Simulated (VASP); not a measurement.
Consider the following.

```
CELL_PARAMETERS angstrom
     -2.55966     2.55966     1.40269
      2.55966    -2.55966     1.40269
      2.55966     2.55966    -1.40269
ATOMIC_POSITIONS crystal
  Nb 0.75000 0.25000 0.50000
  Nb 0.00000 0.00000 0.00000
```

Level of theory: PBEsol GGA, VASP's PBE PAW potentials (set 64) (plane waves; VASP). Settings: 400 eV cut-off, Gaussian smearing of 0.050 eV, potentials Nb_sv.

Problem. What does the run give for the band gap (along the path) with the smallest direct gap where there is one?

Solution. 
```yaml
band gap (along the path): none (metal, semimetal or under 0.01 eV)
```

Total energies compare only between runs with the same potentials, cut-off and functional.

The structure was generated: Nb was put into the beta-Sn type (I4_1/amd), which need not be its known phase. It was relaxed first.
